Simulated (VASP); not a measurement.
Method: PBEsol GGA, VASP's PBE PAW potentials (set 64) (plane waves; VASP).

VASP ran on this input.

**POSCAR**
```
Y
1.0
  1.8250000000  -3.1609930000   0.0000000000
  1.8250000000   3.1609930000   0.0000000000
  0.0000000000   0.0000000000   5.7300000000
Y
2
Cartesian
  1.8250000000   1.0536664407   1.4325000000
  1.8250000000  -1.0536664407   4.2975000000
```

### KPOINTS
```
Automatic
0
G
 10 10 6
0 0 0
```

INCAR:
```
SYSTEM = Y
PREC = Accurate
ENCUT = 520
EDIFF = 1E-6
NELM = 100
ALGO = Normal
LREAL = .FALSE.
LASPH = .TRUE.
ISMEAR = 1
SIGMA = 0.1
GGA = PS
LMAXMIX = 4
LWAVE = .FALSE.
LCHARG = .FALSE.
IBRION = 2
ISIF = 3
NSW = 60
EDIFFG = -0.01
```

POTCAR, in this order: Y_sv (PBE.64 set). Program: vasp_std.

The run wrote:

File OUTCAR:
```
 ion  position               nearest neighbor table
   1  0.333  0.667  0.250-   2 3.56   2 3.56   2 3.56   2 3.56   2 3.56   2 3.56
   2  0.667  0.333  0.750-   1 3.56   1 3.56   1 3.56   1 3.56   1 3.56   1 3.56
  LATTYP: Found a hexagonal cell.
 ALAT       =     3.6500002392
 C/A-ratio  =     1.5698629108
 Subroutine PRICEL returns:
 Original cell was already a primitive cell.
 Subroutine GETGRP returns: Found 24 space group operations
The static configuration has the point symmetry D_3d.
 The point group associated with its full space group is D_6h.
The dynamic configuration has the point symmetry D_3d.
 Subroutine INISYM returns: Found 24 space group operations
 Subroutine IBZKPT returns following result:
 Found     56 irreducible k-points:

 Following reciprocal coordinates:
            Coordinates               Weight
  0.000000  0.000000  0.000000      1.000000
  0.100000 -0.000000  0.000000      6.000000
  0.200000 -0.000000  0.000000      6.000000
  0.300000 -0.000000  0.000000      6.000000
  0.400000 -0.000000  0.000000      6.000000
  0.500000  0.000000  0.000000      3.000000
  0.100000  0.100000  0.000000      6.000000
  0.200000  0.100000  0.000000     12.000000
  0.300000  0.100000  0.000000     12.000000
  0.400000  0.100000  0.000000     12.000000
  0.200000  0.200000  0.000000      6.000000
  0.300000  0.200000  0.000000     12.000000
  0.400000  0.200000  0.000000      6.000000
  0.300000  0.300000  0.000000      6.000000
  0.000000  0.000000  0.166667      2.000000
  0.100000 -0.000000  0.166667     12.000000
  0.200000 -0.000000  0.166667     12.000000
  0.300000 -0.000000  0.166667     12.000000
  0.400000 -0.000000  0.166667     12.000000
  0.500000  0.000000  0.166667      6.000000
  0.100000  0.100000  0.166667     12.000000
  0.200000  0.100000  0.166667     24.000000
...
```

**OSZICAR**
```
       N       E                     dE             d eps       ncg     rms          rms(c)
DAV:   1     0.844653559181E+02    0.84465E+02   -0.11533E+04  1688   0.139E+03
DAV:   2    -0.674852247049E+01   -0.91214E+02   -0.90239E+02  2101   0.283E+02
DAV:   3    -0.139552191608E+02   -0.72067E+01   -0.71571E+01  3186   0.475E+01
DAV:   4    -0.140944918606E+02   -0.13927E+00   -0.13922E+00  1884   0.751E+00
DAV:   5    -0.140987972501E+02   -0.43054E-02   -0.43053E-02  2468   0.948E-01    0.327E+01
DAV:   6    -0.137056021007E+02    0.39320E+00   -0.48783E-01  1680   0.491E+00    0.203E+01
DAV:   7    -0.136286007771E+02    0.77001E-01   -0.94293E-01  2093   0.626E+00    0.187E+00
DAV:   8    -0.136165562009E+02    0.12045E-01   -0.18528E-01  2016   0.282E+00    0.133E+00
DAV:   9    -0.136155485902E+02    0.10076E-02   -0.46804E-03  2340   0.486E-01    0.469E-01
DAV:  10    -0.136157378494E+02   -0.18926E-03   -0.23573E-03  1750   0.514E-01    0.417E-01
DAV:  11    -0.136156471221E+02    0.90727E-04   -0.18976E-04  1992   0.144E-01    0.363E-02
DAV:  12    -0.136156416505E+02    0.54716E-05   -0.33581E-05  1929   0.577E-02    0.216E-02
DAV:  13    -0.136156434485E+02   -0.17980E-05   -0.70676E-06  1834   0.273E-02    0.123E-03
DAV:  14    -0.136156435369E+02   -0.88447E-07   -0.15516E-07  1071   0.296E-03
   1 F= -.13615644E+02 E0= -.13616869E+02  d E =-.136156E+02
       N       E                     dE             d eps       ncg     rms          rms(c)
DAV:   1    -0.145008707240E+02   -0.88523E+00   -0.18229E+01  2487   0.307E+01    0.651E+00
DAV:   2    -0.137618233200E+02    0.73905E+00   -0.16745E+00  2249   0.950E+00    0.296E+00
DAV:   3    -0.135844456411E+02    0.17738E+00   -0.13237E+00  2625   0.640E+00    0.175E+00
DAV:   4    -0.136164223847E+02   -0.31977E-01   -0.12640E-01  1986   0.202E+00    0.789E-01
DAV:   5    -0.136413602648E+02   -0.24938E-01   -0.61054E-02  3050   0.101E+00    0.414E-01
DAV:   6    -0.136415948333E+02   -0.23457E-03   -0.18915E-03  1820   0.266E-01    0.313E-01
DAV:   7    -0.136443111115E+02   -0.27163E-02   -0.27515E-03  2030   0.427E-01    0.101E-01
DAV:   8    -0.136443402792E+02   -0.29168E-04   -0.31227E-04  2521   0.700E-02    0.579E-02
DAV:   9    -0.136443508198E+02   -0.10541E-04   -0.33652E-05  2635   0.250E-02    0.326E-02
DAV:  10    -0.136443505034E+02    0.31643E-06   -0.33728E-06  1713   0.975E-03
   2 F= -.13644351E+02 E0= -.13645206E+02  d E =-.287070E-01
       N       E                     dE             d eps       ncg     rms          rms(c)
DAV:   1    -0.136655982253E+02   -0.21247E-01   -0.43311E-01  2370   0.474E+00    0.102E+00
DAV:   2    -0.136483778416E+02    0.17220E-01   -0.52419E-02  2206   0.160E+00    0.489E-01
DAV:   3    -0.136439879269E+02    0.43899E-02   -0.40286E-02  2631   0.111E+00    0.319E-01
DAV:   4    -0.136446265893E+02   -0.63866E-03   -0.30118E-03  1995   0.350E-01    0.154E-01
DAV:   5    -0.136453994056E+02   -0.77282E-03   -0.15511E-03  3081   0.181E-01    0.626E-02
DAV:   6    -0.136454007955E+02   -0.13899E-05   -0.52061E-05  1863   0.496E-02    0.404E-02
DAV:   7    -0.136454429808E+02   -0.42185E-04   -0.47185E-05  2080   0.545E-02    0.126E-02
DAV:   8    -0.136454435423E+02   -0.56155E-06   -0.82503E-06  2160   0.110E-02
   3 F= -.13645444E+02 E0= -.13646388E+02  d E =-.298000E-01
       N       E                     dE             d eps       ncg     rms          rms(c)
DAV:   1    -0.136487013784E+02   -0.32584E-02   -0.14650E-01  1680   0.310E+00    0.285E-01
DAV:   2    -0.136468681851E+02    0.18332E-02   -0.45529E-03  1820   0.492E-01    0.154E-01
DAV:   3    -0.136461093315E+02    0.75885E-03   -0.23593E-03  2107   0.359E-01    0.899E-02
DAV:   4    -0.136461225425E+02   -0.13211E-04   -0.86135E-05  2070   0.677E-02    0.437E-02
DAV:   5    -0.136461167327E+02    0.58098E-05   -0.30827E-05  2191   0.389E-02    0.950E-03
DAV:   6    -0.136461168432E+02   -0.11050E-06   -0.12407E-06   999   0.813E-03
   4 F= -.13646117E+02 E0= -.13647088E+02  d E =-.673301E-03
       N       E                     dE             d eps       ncg     rms          rms(c)
DAV:   1    -0.136476191233E+02   -0.15024E-02   -0.78073E-02  1680   0.227E+00    0.210E-01
DAV:   2    -0.136466490856E+02    0.97004E-03   -0.24136E-03  1827   0.359E-01    0.112E-01
DAV:   3    -0.136462475054E+02    0.40158E-03   -0.12477E-03  2114   0.261E-01    0.654E-02
DAV:   4    -0.136462540370E+02   -0.65315E-05   -0.45328E-05  2055   0.492E-02    0.317E-02
DAV:   5    -0.136462507187E+02    0.33183E-05   -0.15811E-05  2205   0.280E-02    0.688E-03
DAV:   6    -0.136462508213E+02   -0.10261E-06   -0.61815E-07   903   0.583E-03
   5 F= -.13646251E+02 E0= -.13647207E+02  d E =-.807279E-03
```

### OUTCAR
```
------------------------ aborting loop because EDIFF is reached ----------------------------------------
  FORCE on cell =-STRESS in cart. coord.  units (eV):
  Direction    XX          YY          ZZ          XY          YZ          ZX
  --------------------------------------------------------------------------------------
  Total        0.0003990      0.0003990      0.0050435      0.0000000      0.0000000      0.0000000
  in kB        0.0102413      0.0102413      0.1294531      0.0000000      0.0000000      0.0000000
  external PRESSURE =       0.0499785 kB  Pullay stress =       0.0000000 kB
  volume of cell :       62.42
      direct lattice vectors                 reciprocal lattice vectors
     1.802148875 -3.121413680 -0.000000000     0.277446557 -0.160183831 -0.000000000
     1.802148875  3.121413680 -0.000000000     0.277446557  0.160183831 -0.000000000
     0.000000000  0.000000000  5.548286073     0.000000000 -0.000000000  0.180235840
 POSITION                                       TOTAL-FORCE (eV/Angst)
 -----------------------------------------------------------------------------------
      1.80215      1.04047      1.38707        -0.000000      0.000000     -0.000000
      1.80215     -1.04047      4.16121         0.000000     -0.000000      0.000000
 -----------------------------------------------------------------------------------
    total drift:                                0.000000      0.000512     -0.000010
  FREE ENERGIE OF THE ION-ELECTRON SYSTEM (eV)
  ---------------------------------------------------
  free  energy   TOTEN  =       -13.6462508213 eV

  energy  without entropy=      -13.6491198877  energy(sigma->0) =      -13.64720718

 reached required accuracy - stopping structural energy minimisation
```
(Selected blocks of OUTCAR.)

**CONTCAR**
```
Y
   1.00000000000000
     1.8021488752326471   -3.1214136804063788   -0.0000000000000000
     1.8021488752326471    3.1214136804063788   -0.0000000000000000
     0.0000000000000000    0.0000000000000000    5.5482860732577857
  Y
     2
Direct
     0.3333330000000032    0.6666669999999968    0.2500000000000000
     0.6666669999999968    0.3333330000000032    0.7500000000000000
```

Energy and stress use the plane-wave basis of the starting cell.

The compound is Y in the hcp structure. This run relaxes it. Symmetry was kept, so distortions that lower it aren't found.
